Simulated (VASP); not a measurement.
Crystal: Nb.

```
Nb
1.0
    -1.65882    1.65882    1.65882
     1.65882   -1.65882    1.65882
     1.65882    1.65882   -1.65882
Nb
1
Cartesian
  0.0000 0.0000 0.0000
```

| Item | Value |
| --- | --- |
| Program | VASP 6.6.1 |
| Task | relaxation of cell and atoms |
| Functional | PBE |
| Dispersion | D3(BJ) |
| Potentials or basis | VASP PAW PBE potentials, release 64 (Nb_sv) |
| Cutoff | 600 eV |
| k mesh | 18 × 18 × 18 |
| Occupations | gaussian, width 0.1 eV |
| Spin | no spin polarisation |

At the start: pressure -7.9 GPa; volume 18.26 Å³/atom.

Task: How do energy, volume and symmetry change on relaxing?

Result: Over 4 steps the energy falls by 22.1 meV/atom and the volume is 17.40 Å³/atom (-4.7 %); space group Im-3m (No. 229, to 0.05 Å).

The path:
| step | energy change (eV) | largest force (eV/Å) | pressure (GPa) | volume (Å³) |
| --- | --- | --- | --- | --- |
| 1 | 0.0000 | 0.0000 | -7.94 | 18.26 |
| 2 | 0.0527 | 0.0000 | 17.85 | 15.97 |
| 3 | -0.0220 | 0.0000 | -0.23 | 17.42 |
| 4 | -0.0221 | 0.0000 | -0.02 | 17.40 |

Final structure:
```
Nb
1.0
    -1.63250    1.63250    1.63250
     1.63250   -1.63250    1.63250
     1.63250    1.63250   -1.63250
Nb
1
Direct
  0.00000 0.00000 0.00000
```

Caveat: pairwise dispersion overbinds metals, which lowers pressure and volume.
